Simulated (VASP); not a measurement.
VASP runs on NbPd3 (atoms displaced from the space group 139 structure) share one base input (PBEsol GGA, plane waves, VASP's PBE PAW potentials (set 64)) and change the settings named in each case.

### INCAR
```
LMAXMIX  =  4
ENCUT  =  300
SIGMA  =  0.1   # width (eV)
LWAVE  =  .FALSE.
EDIFF  =  1E-6   # SCF stop (eV)
LASPH  =  .TRUE.   # aspherical one-centre terms
NELM  =  100   # most electronic steps
ALGO  =  Normal   # blocked Davidson
PREC  =  Accurate
GGA  =  PS   # PBEsol
SYSTEM  =  NbPd3
LCHARG  =  .FALSE.
ISMEAR  =  -1   # Fermi-Dirac
LREAL  =  .FALSE.   # projection in real space or not
ISIF  =  2   # forces and stress, cell fixed
```

File KPOINTS:
```
Automatic mesh
0
Gamma
5 5 7
0 0 0
```

**POSCAR**
```
NbPd3
1
   -1.9475000000     1.9475000000     3.9565000000
    1.9475000000    -1.9475000000     3.9565000000
    1.9475000000     1.9475000000    -3.9565000000
Nb Pd
1 3
Direct
  0.0169230000  -0.0052760000   0.0041620000
  0.7425010000   0.2574730000   0.4969090000
  0.2516610000   0.7622630000   0.5161000000
  0.4889140000   0.4855390000  -0.0171710000
```

POTCAR, in this order: Nb_sv Pd (PBE.64 set). Program: vasp_std.

| change | E(σ→0) (eV/atom) | pressure (GPa) | largest force (eV/Å) | −TS (eV) |
|---|---|---|---|---|
| base run | -7.6638 | -0.33 | 0.695 | -0.0624 |
| GGA removed, POTCAR Nb_sv Pd (LDA.64 set) | -8.1486 | -5.19 | 0.662 | -0.0630 |
| GGA_COMPAT = .FALSE., LNONCOLLINEAR = .TRUE., LSORBIT = .TRUE., MAGMOM = 0.0 0.0 0.0 0.0 0.0 0.0 0.0 0.0 0.0 0.0 0.0 0.0, program vasp_ncl | -7.7128 | -0.32 | 0.695 | -0.0623 |
| KPOINTS 2×2×3 Γ-centred mesh | -7.6180 | 0.45 | 0.798 | -0.1130 |
 Energies of different potentials or functionals have different zeros.  At 300 eV the pressure can carry a Pulay error.

Left out are runs that ran out of time, are held back, or changed the cell or the kind of run, fixed moments of cells without a moment, rows past the twelfth, gaps on odd meshes, pressures of charged cells and columns that move by less than the noise.

The structure comes from a measured NbPd3 entry of the Crystallography Open Database, whose conditions weren't checked. The cell was not relaxed at this level, its atoms were moved at random.
